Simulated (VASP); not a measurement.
# MnHg in VASP: notebook, part 2 of 2

VASP 6.6.1.

## (5) Single point, r2SCAN, collinear spin, ferromagnetic start

INCAR reads:

```
  PREC = Accurate
  ENCUT = 400
  EDIFF = 0.01
  ISMEAR = 1
  SIGMA = 0.2
  LREAL = F
  LASPH = T
  NELM = 100
  ALGO = Normal
  ISIF = 2
  LWAVE = F
  LCHARG = F
  ISPIN = 2
  MAGMOM = 0 4
  LORBIT = 11
  LMAXMIX = 4
  METAGGA = R2SCAN
  LMIXTAU = T
  NBANDS = 24
  ADDGRID = F
```

KPOINTS reads:

```
Automatic mesh
0
Gamma
  5 5 5
```

POSCAR reads:

```
MnHg
1.0
    3.2880000000      0.0000000000      0.0000000000
    0.0000000000      3.2880000000      0.0000000000
    0.0000000000      0.0000000000      3.3130000000
Hg Mn
1 1
Direct
    0.0037350000      0.0043450000     -0.0026990000
    0.4987650000      0.4794400000      0.4654080000
```

Potentials or basis: VASP PAW PBE potentials, release 64 (Hg, Mn_pv).

Run with:

```console
$ cat potpaw_PBE.64/Hg/POTCAR potpaw_PBE.64/Mn_pv/POTCAR > POTCAR
$ mpirun -np 1 vasp_std > vasp.out
```

OUTCAR:

```text
PREC = Accurate
   ENCUT = 400
   EDIFF = 0.01
   ISMEAR = 1
   LREAL = F
   LASPH = T
   NELM = 100
   ISIF = 2
   ISPIN = 2
   LORBIT = 11
   METAGGA = R2SCAN

 Found     63 irreducible k-points:

 Following reciprocal coordinates:
            Coordinates               Weight
  0.000000  0.000000  0.000000      1.000000
  0.200000  0.000000  0.000000      2.000000
  0.000000  0.200000  0.000000      2.000000
  0.400000  0.000000  0.000000      2.000000
  0.000000  0.400000  0.000000      2.000000
  0.200000  0.200000  0.000000      2.000000
   k-points           NKPTS =     63   k-points in BZ     NKDIM =     63   number of bands    NBANDS=     24
   number of dos      NEDOS =    301   number of ions     NIONS =      2
   total plane-waves  NPLWV =  13824
   dimension x,y,z NGX =    24 NGY =   24 NGZ =   24
   dimension x,y,z NGXF=    48 NGYF=   48 NGZF=   48
   ions per type =               1   1
   NGX,Y,Z   is equivalent  to a cutoff of  12.13, 12.13, 12.04 a.u.
   NGXF,Y,Z  is equivalent  to a cutoff of  24.27, 24.27, 24.09 a.u.
 SYSTEM =  unknown system
   PREC   = accura    normal or accurate (medium, high low for compatibility)
   ISTART =      0    job   : 0-new  1-cont  2-samecut
   ICHARG =      2    charge: 1-file 2-atom 10-const
   ISPIN  =      2    spin polarized calculation?
   LNONCOLLINEAR =      F non collinear calculations
   LSORBIT =      F    spin-orbit coupling
   LASPH  =      T    aspherical Exc in radial PAW
   ENCUT  =  400.0 eV  29.40 Ry    5.42 a.u.   5.36  5.36  5.40*2*pi/ulx,y,z
   NELM   =    100;   NELMIN=  2; NELMDL= -5     # of ELM steps
   EDIFF  = 0.1E-01   stopping-criterion for ELM
   LREAL  =      F    real-space projection
   EDIFFG = 0.1E+00   stopping-criterion for IOM
   NSW    =      0    number of steps for IOM
   IBRION =     -1    ionic relax: 0-MD 1-quasi-New 2-CG
   NFREE  =      0    steps in history (QN), initial steepest desc. (CG)
   ISIF   =      2    stress and relaxation
   ISYM   =      2    0-nonsym 1-usesym 2-fastsym
   POTIM  = 0.5000    time-step for ionic-motion
   TEBEG  =    0.0;   TEEND  =   0.0 temperature during run
   PSTRESS=    0.0 pullay stress
   NELECT =      25.0000    total number of electrons
   NUPDOWN=      -1.0000    fix difference up-down
   EMIN   =  10.00;   EMAX   =-10.00  energy-range for DOS
   EFERMI =   0.00;   METHOD = LEGACY
   ISMEAR =     1;   SIGMA  =   0.20  broadening in eV -4-tet -1-fermi 0-gaus
   EFERMI_NEDOS =   21; number of points for ismear=-14 and -15
   IALGO  =     38    algorithm
   IMIX   =      4    mixing-type and parameters
     AMIX     =   0.40;   BMIX     =  1.00
     AMIX_MAG =   1.60;   BMIX_MAG =  1.00
  volume/ion in A,a.u.               =      17.91       120.85
  Fermi-wavevector in a.u.,A,eV,Ry     =   1.452200  2.744260 28.693127  2.108885
  Thomas-Fermi vector in A             =   2.569610
   LORBIT       =     11    0 simple, 1 ext, 2 COOP (PROOUT), +10 PAW based schemes
   METAGGA = R2SCAN    functional components
   LHFCALC =     F    Hartree Fock is set to
   AEXX    =    0.0000 exact exchange contribution
   IVDW    =     0    specifies the selected vdW correction
   LEPSILON=     F    determine dielectric tensor
   LRPA    =     F    only Hartree local field effects (RPA)
 spin polarized calculation
 Methfessel and Paxton  Order N= 1 SIGMA  =   0.20
  energy-cutoff  :      400.00
  volume of cell :       35.82
 maximum number of plane-waves:       664
 NGX is ok and might be reduce to    24

 number of electron      24.9999999 magnetization       4.1912882

 Free energy of the ion-electron system (eV)
  ---------------------------------------------------
  ext. energy  EPLUGINS =         0.00000000
  ---------------------------------------------------
  free energy    TOTEN  =       -63.98300932 eV

  energy without entropy =      -63.97258590  energy(sigma->0) =      -63.97953485

 E-fermi :   6.0885     XC(G=0): -12.7358

 val. band max:        6.0876450354   @ k =   0.2000   0.0000   0.2000
 cond. band min:       6.1030429742   @ k =  -0.2000   0.0000   0.2000
 fundamental gap:      0.0153979387
 Fermi energy:         6.0885103590

 spin component 1

 k-point     1 :       0.0000    0.0000    0.0000
  band No.  band energies     occupation
      1     -47.1496      1.00000
      2     -47.1382      1.00000
      3     -47.1253      1.00000
      4      -4.5532      1.00000
      5      -3.1042      1.00000
      6      -3.0762      1.00000
[... 16 lines left out ...]
     23      23.6311      0.00000
     24      27.5673      0.00000

 k-point     2 :       0.2000    0.0000    0.0000
  band No.  band energies     occupation
      1     -47.1564      1.00000
      2     -47.1382      1.00000
      3     -47.1252      1.00000
      4      -3.9333      1.00000
      5      -2.9726      1.00000
      6      -2.7611      1.00000
[... 16 lines left out ...]
     23      22.7803      0.00000
     24      23.1495      0.00000

 k-point     3 :       0.0000    0.2000    0.0000
  band No.  band energies     occupation
      1     -47.1497      1.00000
      2     -47.1447      1.00000
      3     -47.1255      1.00000
      4      -3.9354      1.00000
      5      -2.9798      1.00000
      6      -2.7525      1.00000
[... 16 lines left out ...]
     23      22.7897      0.00000
     24      23.1681      0.00000
[... 28 lines left out ...]
 k-point     5 :       0.0000    0.4000    0.0000
  band No.  band energies     occupation
      1     -47.1544      1.00000
      2     -47.1489      1.00000
      3     -47.1249      1.00000
      4      -3.0504      1.00000
      5      -2.7858      1.00000
      6      -2.1720      1.00000
[... 16 lines left out ...]
     23      20.1382      0.00000
     24      27.6108      0.00000

 k-point     6 :       0.2000    0.2000    0.0000
  band No.  band energies     occupation
      1     -47.1559      1.00000
      2     -47.1442      1.00000
      3     -47.1251      1.00000
      4      -3.4097      1.00000
      5      -2.7601      1.00000
      6      -2.5857      1.00000
[... 16 lines left out ...]
     23      22.9602      0.00000
     24      23.4725      0.00000

 [... further k-points ...]

 spin component 2

 k-point     1 :       0.0000    0.0000    0.0000
  band No.  band energies     occupation
      1     -41.4508      1.00000
      2     -41.4475      1.00000
      3     -41.4448      1.00000
      4      -4.4979      1.00000
      5      -3.0665      1.00000
      6      -3.0473      1.00000
[... 16 lines left out ...]
     23      23.7731      0.00000
     24      29.1221      0.00000

 k-point     2 :       0.2000    0.0000    0.0000
  band No.  band energies     occupation
      1     -41.4569      1.00000
      2     -41.4506      1.00000
      3     -41.4447      1.00000
      4      -3.8956      1.00000
      5      -2.9711      1.00000
      6      -2.7064      1.00000
[... 16 lines left out ...]
     23      23.4262      0.00000
     24      24.2439      0.00000

 k-point     3 :       0.0000    0.2000    0.0000
  band No.  band energies     occupation
      1     -41.4556      1.00000
      2     -41.4491      1.00000
      3     -41.4475      1.00000
      4      -3.8983      1.00000
      5      -2.9734      1.00000
      6      -2.7020      1.00000
[... 16 lines left out ...]
     23      23.4206      0.00000
     24      24.2555      0.00000
[... 28 lines left out ...]
 k-point     5 :       0.0000    0.4000    0.0000
  band No.  band energies     occupation
      1     -41.4685      1.00000
      2     -41.4486      1.00000
      3     -41.4466      1.00000
      4      -3.1424      1.00000
      5      -2.8370      1.00000
      6      -2.1379      1.00000
[... 16 lines left out ...]
     23      20.4620      0.00000
     24      28.5142      0.00000

 k-point     6 :       0.2000    0.2000    0.0000
  band No.  band energies     occupation
      1     -41.4563      1.00000
      2     -41.4545      1.00000
      3     -41.4485      1.00000
      4      -3.3646      1.00000
      5      -2.7172      1.00000
      6      -2.5672      1.00000
[... 16 lines left out ...]
     23      23.9269      0.00000
     24      24.3611      0.00000

 [... further k-points ...]

------------------------ aborting loop because EDIFF is reached ----------------------------------------

  FORCE on cell =-STRESS in cart. coord.  units (eV):
  Direction    XX          YY          ZZ          XY          YZ          ZX
  --------------------------------------------------------------------------------------
  -------------------------------------------------------------------------------------
  Total        0.1921412      0.1560174      0.1171047      0.0181270      0.1094969      0.0239047
  in kB        8.5950048      6.9790883      5.2384152      0.8108714      4.8980961      1.0693237
  external PRESSURE =       6.9375028 kB  Pullay stress =       0.0000000 kB

 VOLUME and BASIS-vectors are now :
 -----------------------------------------------------------------------------
  energy-cutoff  :      400.00
  volume of cell :       35.82
      direct lattice vectors                 reciprocal lattice vectors
     3.288000000  0.000000000  0.000000000     0.304136253  0.000000000  0.000000000
     0.000000000  3.288000000  0.000000000     0.000000000  0.304136253  0.000000000
     0.000000000  0.000000000  3.313000000     0.000000000  0.000000000  0.301841232

 POSITION                                       TOTAL-FORCE (eV/Angst)
 -----------------------------------------------------------------------------------
      0.01228      0.01429      3.30406        -0.060595     -0.267555     -0.331788
      1.63994      1.57640      1.54190         0.060595      0.267555      0.331788
 -----------------------------------------------------------------------------------
    total drift:                                0.007070     -0.013888     -0.025820

  FREE ENERGIE OF THE ION-ELECTRON SYSTEM (eV)
  ---------------------------------------------------
  free  energy   TOTEN  =       -63.9830093208 eV

  energy  without entropy=      -63.9725859001  energy(sigma->0) =      -63.97953485

 total charge

# of ion       s       p       d       tot
------------------------------------------
    1        0.845   0.560   9.241  10.645
    2        0.274   6.191   4.929  11.394
--------------------------------------------------
tot          1.119   6.751  14.170  22.040

 magnetization (x)

# of ion       s       p       d       tot
------------------------------------------
    1       -0.041  -0.069   0.058  -0.053
    2        0.033   0.025   4.053   4.111
--------------------------------------------------
tot         -0.009  -0.044   4.110   4.058
```

OSZICAR:

```text
N       E                     dE             d eps       ncg     rms          rms(c)
DAV:   1     0.151828125000E+03    0.15183E+03   -0.12223E+04  6192   0.100E+03
DAV:   2    -0.635198251417E+02   -0.21535E+03   -0.20513E+03  6392   0.319E+02
DAV:   3    -0.705472025451E+02   -0.70274E+01   -0.70078E+01  7168   0.659E+01
DAV:   4    -0.705974174838E+02   -0.50215E-01   -0.50212E-01  6808   0.527E+00
DAV:   5    -0.705981556481E+02   -0.73816E-03   -0.73815E-03  5888   0.620E-01    0.111E+01
DAV:   6    -0.639613723400E+02    0.66368E+01   -0.11254E+01  6720   0.325E+01    0.111E+01
DAV:   7    -0.639429606009E+02    0.18412E-01   -0.13036E+00  6432   0.109E+01    0.599E+00
DAV:   8    -0.639662777955E+02   -0.23317E-01   -0.77368E-02  6608   0.231E+00    0.321E+00
DAV:   9    -0.639813502432E+02   -0.15072E-01   -0.29532E-02  5864   0.130E+00    0.535E-01
DAV:  10    -0.639830093208E+02   -0.16591E-02   -0.66464E-03  3256   0.732E-01
   1 F= -.63983009E+02 E0= -.63979535E+02  d E =-.104234E-01  mag=     4.1896
```

Run time: 97 s. Hardware: 1 thread of Intel Xeon Platinum 8259CL at 2.50GHz (Skylake/Cascade Lake), shared host; peak memory 0.19 GiB.

The run converged, but some of its settings lie outside the range that counts as converged, so its numbers aren't taken as properties of the crystal.

Results:

```yaml
Free_energy: -63.9830 eV
Pressure: 0.7 GPa
Largest_force: 0.431 eV/Å
Band_gap_on_the_k_mesh: none (metal or under the smearing width)
Net_moment: 4.19 μB per cell
Site_moments: Hg -0.05; Mn +4.11 μB
Valence_electrons_inside_the_program's_atomic_spheres: Hg 10.64; Mn 11.39
```

Caveat: the k mesh is coarse (spacing up to 0.38 Å⁻¹), so the values aren't converged; the PAW data sets were made with another functional, which shifts forces and pressure a little.

## (6) The reference run

An earlier run on the cell as given: functional PBE; potentials or basis VASP PAW PBE potentials, release 64 (Hg, Mn_pv); cutoff 520 eV; k mesh 8 × 8 × 8; occupations fermi-dirac, width 0.05 eV; collinear spin, ferromagnetic start; starting moments [0.0, 4.0] μB.

* Pressure: 2.5 GPa
* Band gap on the k mesh: none (metal or under the smearing width)
* Net moment: 3.88 μB per cell
* Site moments: Hg -0.06; Mn +3.80 μB
* Valence electrons inside the program's atomic spheres: Hg 10.61; Mn 11.42
